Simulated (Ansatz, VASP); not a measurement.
# PW20 (P/W(100)) in two plane-wave programs, part 2 of 3

Aim: how closely do two programs agree when they are given the same cell, functional and k mesh? Of the first pair: The structure shown is the start of the Ansatz relaxation below; VASP solves that cell, so the two are compared at the walk's first step.

VASP 6.6.1 and Ansatz 0.2.0.

So far: The starting structure; Ansatz: relaxation, PBE.

## Step 3: VASP: single point, PBE, start cell, pair 1

Level of this step: PBE; plane waves and PAW (W, P) (VASP).

The same cell, functional, mesh and smearing now go to VASP, with its own data sets.

Lines of VASP's logs that name or quote its potential files are left out, and so is its time.

File INCAR:

```
SYSTEM = PW20
PREC = Accurate
ENCUT = 520
EDIFF = 1E-06
NELM = 120
ISMEAR = -1
SIGMA = 0.1
LREAL = .FALSE.
ALGO = Normal
GGA = PE
NBANDS = 83
LASPH = .TRUE.
LORBIT = 11
LWAVE = .FALSE.
LCHARG = .FALSE.
ISIF = 2
LDIPOL = .TRUE.
IDIPOL = 3
DIPOL = 0.5 0.5 0.478
LVHAR = .TRUE.
GGA_COMPAT = .FALSE.
NELMDL = -8
KPAR = 4
```

File POSCAR:

```
PW20
1.0
    6.3200000000      0.0000000000      0.0000000000
    0.0000000000      6.3200000000      0.0000000000
    0.0000000000      0.0000000000     25.8724915487
W P
20 1
Direct
    0.0000000000      0.0000000000      0.3478598102
    0.2500000000      0.2500000000      0.4089285325
    0.0000000000      0.0000000000      0.4699651356
    0.2500000000      0.2500000000      0.5335313754
    0.0000000000      0.0000000000      0.5888186676
    0.0000000000      0.5000000000      0.3478598102
    0.2500000000      0.7500000000      0.4089285325
    0.0000000000      0.5000000000      0.4699651356
    0.2500000000      0.7500000000      0.5335313754
    0.0000000000      0.5000000000      0.5888186676
    0.5000000000      0.0000000000      0.3478598102
    0.7500000000      0.2500000000      0.4089285325
    0.5000000000      0.0000000000      0.4699651356
    0.7500000000      0.2500000000      0.5335313754
    0.5000000000      0.0000000000      0.5888186676
    0.5000000000      0.5000000000      0.3478598102
    0.7500000000      0.7500000000      0.4089285325
    0.5000000000      0.5000000000      0.4699651356
    0.7500000000      0.7500000000      0.5335313754
    0.5000000000      0.5000000000      0.5888186676
    0.2500000000      0.2500000000      0.6521402072
```

File KPOINTS:

```
Automatic mesh
0
Gamma
6 6 1
0 0 0
```

Potentials, in the order of the species: W and P (PBE family, release 64).

Run with:

```console
$ mpirun -np 4 vasp_std
```

Numbers of over 12 decimals in the logs are rounded to 6 here.

Log:

```text
[banner, memory and clock lines left out]
running    4 mpi-ranks, on    1 nodes
 distrk:  each k-point on    1 cores,    4 groups
 distr:  one band on    1 cores,    1 groups

 POSCAR found type information on POSCAR W P
 POSCAR found :  2 types and      21 ions
|                                                                             |
|               ----> ADVICE to this user running VASP <----                  |
|                                                                             |
|     You have a (more or less) 'large supercell' and for larger cells it     |
|     might be more efficient to use real-space projection operators.         |
|     Therefore, try LREAL= Auto in the INCAR file.                           |
|     Mind: For very accurate calculation, you might also keep the            |
|     reciprocal projection scheme (i.e. LREAL=.FALSE.).                      |
|                                                                             |

 LDA part: xc-table for (Slater+PW92), standard interpolation
 POSCAR, INCAR and KPOINTS ok, starting setup
 FFT: planning ... GRIDC
 FFT: planning ... GRID_SOFT
 FFT: planning ... GRID
 WAVECAR not read
 entering main loop
       N       E                     dE             d eps       ncg     rms          rms(c)
DAV:   1     0.672008341204E+03    0.67201E+03   -0.44414E+04  1660   0.117E+03
DAV:   2    -0.159825970963E+03   -0.83183E+03   -0.78019E+03  2392   0.244E+02
DAV:   3    -0.259271057476E+03   -0.99445E+02   -0.95411E+02  1989   0.832E+01
DAV:   4    -0.267009383150E+03   -0.77383E+01   -0.75246E+01  2712   0.192E+01
DAV:   5    -0.267291761151E+03   -0.28238E+00   -0.27853E+00  2592   0.392E+00
DAV:   6    -0.267305842342E+03   -0.14081E-01   -0.13939E-01  2752   0.731E-01
DAV:   7    -0.267306594464E+03   -0.75212E-03   -0.74671E-03  2624   0.163E-01
DAV:   8    -0.267306660589E+03   -0.66125E-04   -0.65704E-04  2768   0.332E-02    0.819E+01
DAV:   9    -0.296802998927E+03   -0.29496E+02   -0.21206E+02  3104   0.364E+01    0.496E+01
DAV:  10    -0.714654229542E+03   -0.41785E+03   -0.51356E+03  2985   0.153E+02    0.699E+01
DAV:  11    -0.300231656522E+03    0.41442E+03   -0.16882E+03  2735   0.105E+02    0.374E+01
DAV:  12    -0.259601814982E+03    0.40630E+02   -0.47918E+02  2688   0.557E+01    0.229E+01
DAV:  13    -0.250696818322E+03    0.89050E+01   -0.89749E+01  2792   0.236E+01    0.119E+01
DAV:  14    -0.250485246327E+03    0.21157E+00   -0.12708E+01  2584   0.900E+00    0.103E+01
[...]
DAV:  34    -0.248061272386E+03   -0.47048E-04   -0.39561E-06  1672   0.378E-03    0.412E-03
DAV:  35    -0.248061295351E+03   -0.22965E-04   -0.15775E-06  1544   0.263E-03    0.365E-03
DAV:  36    -0.248061317142E+03   -0.21792E-04   -0.13118E-06  1520   0.202E-03    0.386E-03
DAV:  37    -0.248061322146E+03   -0.50032E-05   -0.28069E-07  1232   0.121E-03    0.267E-03
DAV:  38    -0.248061328317E+03   -0.61716E-05   -0.38999E-07  1352   0.118E-03    0.202E-03
DAV:  39    -0.248061334173E+03   -0.58560E-05   -0.45574E-07  1368   0.109E-03    0.124E-03
DAV:  40    -0.248061335694E+03   -0.15205E-05   -0.16861E-07  1136   0.987E-04    0.702E-04
DAV:  41    -0.248061335914E+03   -0.22072E-06   -0.70499E-08  1112   0.777E-04
   1 F= -.24806134E+03 E0= -.24771797E+03  d E =-.686722E+00
```

OUTCAR, selected parts (step 3):

```text
ion  position               nearest neighbor table
   1  0.000  0.000  0.348-   2 2.74   7 2.74  12 2.74  17 2.74   3 3.16   6 3.16  11 3.16   6 3.16
                            11 3.16
   2  0.250  0.250  0.409-   3 2.74   8 2.74  13 2.74  18 2.74  11 2.74   6 2.74  16 2.74   1 2.74
                            12 3.16   7 3.16   7 3.16  12 3.16   4 3.22
   3  0.000  0.000  0.470-   2 2.74   7 2.74  12 2.74  17 2.74   4 2.77  14 2.77   9 2.77  19 2.77
                             5 3.08   1 3.16  13 3.16   8 3.16   8 3.16  13 3.16
   4  0.250  0.250  0.534-   5 2.65  10 2.65  15 2.65  20 2.65  13 2.77   8 2.77  18 2.77   3 2.77
                            21 3.07   9 3.16  14 3.16   9 3.16  14 3.16   2 3.22
   5  0.000  0.000  0.589-   4 2.65   9 2.65  14 2.65  19 2.65  21 2.77   3 3.08  10 3.16  15 3.16
                            10 3.16  15 3.16
   6  0.000  0.500  0.348-   2 2.74   7 2.74  12 2.74  17 2.74   8 3.16  16 3.16   1 3.16   1 3.16
                            16 3.16
   7  0.250  0.750  0.409-   3 2.74   8 2.74  13 2.74  18 2.74  11 2.74   6 2.74  16 2.74   1 2.74
                            17 3.16   2 3.16   2 3.16  17 3.16   9 3.22
   8  0.000  0.500  0.470-   2 2.74   7 2.74  12 2.74  17 2.74   4 2.77  14 2.77   9 2.77  19 2.77
                            10 3.08   6 3.16  18 3.16   3 3.16   3 3.16  18 3.16
   9  0.250  0.750  0.534-   5 2.65  10 2.65  15 2.65  20 2.65  13 2.77   8 2.77  18 2.77   3 2.77
                            19 3.16   4 3.16   4 3.16  19 3.16   7 3.22
  10  0.000  0.500  0.589-   4 2.65   9 2.65  14 2.65  19 2.65  21 2.77   8 3.08  20 3.16   5 3.16
                             5 3.16  20 3.16
  11  0.500  0.000  0.348-   2 2.74   7 2.74  12 2.74  17 2.74  13 3.16  16 3.16   1 3.16  16 3.16
                             1 3.16
  12  0.750  0.250  0.409-   3 2.74   8 2.74  13 2.74  18 2.74  11 2.74   6 2.74  16 2.74   1 2.74
                            17 3.16   2 3.16  17 3.16   2 3.16  14 3.22
  13  0.500  0.000  0.470-   2 2.74   7 2.74  12 2.74  17 2.74   4 2.77  14 2.77   9 2.77  19 2.77
                            15 3.08  11 3.16  18 3.16   3 3.16  18 3.16   3 3.16
  14  0.750  0.250  0.534-   5 2.65  10 2.65  15 2.65  20 2.65  13 2.77   8 2.77  18 2.77   3 2.77
                            19 3.16   4 3.16  19 3.16   4 3.16  12 3.22
  15  0.500  0.000  0.589-   4 2.65   9 2.65  14 2.65  19 2.65  21 2.77  13 3.08  20 3.16   5 3.16
                            20 3.16   5 3.16
  16  0.500  0.500  0.348-   2 2.74   7 2.74  12 2.74  17 2.74  18 3.16  11 3.16   6 3.16  11 3.16
                             6 3.16
  17  0.750  0.750  0.409-   3 2.74   8 2.74  13 2.74  18 2.74  11 2.74   6 2.74  16 2.74   1 2.74
                            12 3.16   7 3.16  12 3.16   7 3.16  19 3.22
  18  0.500  0.500  0.470-   2 2.74   7 2.74  12 2.74  17 2.74   4 2.77  14 2.77   9 2.77  19 2.77
                            20 3.08  16 3.16  13 3.16   8 3.16  13 3.16   8 3.16
  19  0.750  0.750  0.534-   5 2.65  10 2.65  15 2.65  20 2.65  13 2.77   8 2.77  18 2.77   3 2.77
                            14 3.16   9 3.16  14 3.16   9 3.16  17 3.22
  20  0.500  0.500  0.589-   4 2.65   9 2.65  14 2.65  19 2.65  21 2.77  18 3.08  15 3.16  10 3.16
                            15 3.16  10 3.16
  21  0.250  0.250  0.652-   5 2.77  10 2.77  15 2.77  20 2.77   4 3.07

  LATTYP: Found a simple tetragonal cell.
 ALAT       =     6.3200000000
 C/A-ratio  =     4.0937486628

 Subroutine GETGRP returns: Found  8 space group operations
 (whereof  2 operations were pure point group operations)

The static configuration has the point symmetry C_1h.
 The point group associated with its full space group is C_4v.

 Found     10 irreducible k-points:

   k-points           NKPTS =     10   k-points in BZ     NKDIM =     10   number of bands    NBANDS=     83

   dimension x,y,z NGX =    48 NGY =   48 NGZ =  192
   dimension x,y,z NGXF=    96 NGYF=   96 NGZF=  384

   ENCUT  =  520.0 eV  38.22 Ry    6.18 a.u.  11.75 11.75 48.11*2*pi/ulx,y,z

   NELECT =     125.0000    total number of electrons

 k-points in reciprocal lattice and weights: Automatic mesh
   0.00000000  0.00000000  0.00000000       0.028
   0.16666667  0.00000000  0.00000000       0.111
   0.33333333  0.00000000  0.00000000       0.111
   0.50000000  0.00000000  0.00000000       0.056
   0.16666667  0.16666667  0.00000000       0.111
   0.33333333  0.16666667  0.00000000       0.222
   0.50000000  0.16666667  0.00000000       0.111
   0.33333333  0.33333333  0.00000000       0.111
   0.50000000  0.33333333  0.00000000       0.111
   0.50000000  0.50000000  0.00000000       0.028

 dipolmoment           0.000000      0.000000      0.075158 electrons x Angstroem

 average (electrostatic) potential at core
       1 -46.1657       2 -46.0145       3 -46.2373       4 -46.0367       5 -46.0254
       6 -46.1657       7 -45.9921       8 -46.2373       9 -45.8883      10 -46.0254
      11 -46.1657      12 -45.9921      13 -46.2373      14 -45.8883      15 -46.0254
      16 -46.1657      17 -46.0093      18 -46.2373      19 -45.8215      20 -46.0254
      21 -88.9366

 E-fermi :  -0.4378

 k-point     1 :       0.0000    0.0000    0.0000
  band No.  band energies     occupation
    ...
     59      -0.5263      1.41565
     60      -0.4191      0.90689
     61      -0.4191      0.90689
     62      -0.3704      0.67510
     63      -0.3592      0.62618
     64      -0.2856      0.35830
     65      -0.2849      0.35627
     66      -0.2849      0.35626
     67      -0.0025      0.02540
     68       0.4897      0.00019
    ...

 k-point     2 :       0.1667    0.0000    0.0000
  band No.  band energies     occupation
    ...
     58      -0.8048      1.95031
     59      -0.7392      1.90643
     60      -0.6004      1.67133
     61      -0.5076      1.33531
     62      -0.3716      0.68040
     63      -0.3104      0.43719
     64      -0.2900      0.37137
     65      -0.1292      0.08739
     66       0.0202      0.02029
     67       0.1913      0.00370
    ...

 k-point     3 :       0.3333    0.0000    0.0000
  band No.  band energies     occupation
    ...
     58      -1.0246      1.99436
     59      -0.9786      1.99108
     60      -0.7078      1.87407
     61      -0.4274      0.94822
     62      -0.4019      0.82248
     63      -0.2342      0.23101
     64      -0.1455      0.10200
     65      -0.1092      0.07206
     66      -0.0547      0.04243
     67       0.0991      0.00927
    ...

  Total      -24.1242911    -24.1242911    -17.3893618     -0.0000000      0.0000000      0.0000000
  in kB      -37.4018197    -37.4018197    -26.9601196     -0.0000000      0.0000000      0.0000000
  external PRESSURE =     -33.9212530 kB  Pullay stress =       0.0000000 kB

  energy-cutoff  :      520.00
  volume of cell :     1033.41
      direct lattice vectors                 reciprocal lattice vectors
     6.320000000  0.000000000  0.000000000     0.158227848  0.000000000  0.000000000
     0.000000000  6.320000000  0.000000000     0.000000000  0.158227848  0.000000000
     0.000000000  0.000000000 25.872491549     0.000000000  0.000000000  0.038651090

 POSITION                                       TOTAL-FORCE (eV/Angst)
 -----------------------------------------------------------------------------------
      0.00000      0.00000      9.00000         0.015233      0.015233      1.408212
      1.58000      1.58000     10.58000         0.000000     -0.000000     -1.033066
      0.00000      0.00000     12.15917        -0.133438     -0.133438      0.030180
      1.58000      1.58000     13.80379         0.000000     -0.000000     -0.065683
      0.00000      0.00000     15.23421         0.327762      0.327762      0.839893
      0.00000      3.16000      9.00000         0.015233     -0.015233      1.408212
      1.58000      4.74000     10.58000         0.000000     -0.000000     -1.193153
      0.00000      3.16000     12.15917        -0.133438      0.133438      0.030180
      1.58000      4.74000     13.80379         0.000000     -0.000000     -0.146583
      0.00000      3.16000     15.23421         0.327762     -0.327762      0.839893
      3.16000      0.00000      9.00000        -0.015233      0.015233      1.408212
      4.74000      1.58000     10.58000         0.000000     -0.000000     -1.193153
      3.16000      0.00000     12.15917         0.133438     -0.133438      0.030180
      4.74000      1.58000     13.80379         0.000000     -0.000000     -0.146583
      3.16000      0.00000     15.23421        -0.327762      0.327762      0.839893
      3.16000      3.16000      9.00000        -0.015233     -0.015233      1.408212
      4.74000      4.74000     10.58000         0.000000     -0.000000     -1.243540
      3.16000      3.16000     12.15917         0.133438      0.133438      0.030180
      4.74000      4.74000     13.80379         0.000000     -0.000000     -0.898933
      3.16000      3.16000     15.23421        -0.327762     -0.327762      0.839893
      1.58000      1.58000     16.87249         0.000000     -0.000000     -3.192446
 -----------------------------------------------------------------------------------
    total drift:                               -0.000000      0.000000      0.000214

  FREE ENERGIE OF THE ION-ELECTRON SYSTEM (eV)
  ---------------------------------------------------
  free  energy   TOTEN  =      -248.0613359143 eV

  energy  without entropy=     -247.3746138413  energy(sigma->0) =     -247.71797488

 vacuum level on the upper side and lower side of the slab         4.179         3.838

 total charge
# of ion       s       p       d       tot
------------------------------------------
    1        0.634   0.391   3.976   5.002
    2        0.683   0.690   4.159   5.532
    3        0.672   0.697   4.133   5.501
    4        0.689   0.693   4.241   5.622
    5        0.648   0.495   4.084   5.227
    6        0.634   0.391   3.976   5.002
    7        0.683   0.684   4.166   5.533
    8        0.672   0.697   4.133   5.501
    9        0.699   0.718   4.216   5.634
   10        0.648   0.495   4.084   5.227
   11        0.634   0.391   3.976   5.002
   12        0.683   0.684   4.166   5.533
   13        0.672   0.697   4.133   5.501
   14        0.699   0.718   4.216   5.634
   15        0.648   0.495   4.084   5.227
   16        0.634   0.391   3.976   5.002
   17        0.683   0.690   4.159   5.532
   18        0.672   0.697   4.133   5.501
   19        0.707   0.702   4.233   5.643
   20        0.648   0.495   4.084   5.227
   21        1.073   1.315   0.000   2.388
--------------------------------------------------
tot         14.414  13.229  82.329 109.972

[... 3 further parts left out ...]
```

## Step 4: Differences

Known differences besides the potentials themselves: the data sets hold 285 valence electrons in Ansatz (on its default PAW (the set named soft_2) files) and 125 in VASP; the cutoff is 420 eV in Ansatz and 520 eV in VASP. Total energies have different zeros and are not compared.

Forces on 9 of the 21 atoms, those with the largest forces and the largest differences (eV/Å; atoms numbered as in POSCAR):

| atom | Ansatz x, y, z | VASP x, y, z |
| --- | --- | --- |
| W1 | 0.016, 0.016, 1.175 | 0.015, 0.015, 1.408 |
| W5 | 0.321, 0.321, 1.138 | 0.328, 0.328, 0.840 |
| W6 | 0.016, -0.016, 1.175 | 0.015, -0.015, 1.408 |
| W10 | 0.321, -0.321, 1.138 | 0.328, -0.328, 0.840 |
| W11 | -0.016, 0.016, 1.175 | -0.015, 0.015, 1.408 |
| W15 | -0.321, 0.321, 1.138 | -0.328, 0.328, 0.840 |
| W16 | -0.016, -0.016, 1.175 | -0.015, -0.015, 1.408 |
| W17 | 0.000, 0.000, -1.232 | 0.000, 0.000, -1.244 |
| P21 | 0.000, 0.000, -3.153 | 0.000, 0.000, -3.192 |

The forces differ by 101 meV/Å r.m.s., which is 15.2 % of the r.m.s. force of 0.670 eV/Å (both taken over all components). Where the cell holds vacuum, a pressure given here is an average over it and none of the material.

## Step 5: Other set-ups

Further runs change the set-up of one program: Ansatz's method, potentials or start, or VASP's data sets, cutoff or form of LDA. The table gives that difference for each run.

```csv
run,r.m.s. force difference (meV/Å)
as above,101
VASP with the data sets W_sv and P and a cutoff of 400 eV,14
```

## Step 6: Ansatz: relaxation, PBE

This run makes the geometry at which the two programs are then compared.

The structure compared here is the end of the Ansatz relaxation.

This is the run of step 2 again, met here at its other cell.

(Part 2 of 3 ends here.)

[Lines on the potential files, build, host, timing and source positions are cut from VASP's logs without a mark.]

[Logs are printed without paths, hosts, clocks, repeated set-up lines and the standing remarks that a program may print on its own settings, such as how far it seeks lower states.]

[Hosts, paths, dates, database ids (printed as entryN), source tags and the programs' standing remarks are cut or masked in the printed files.]
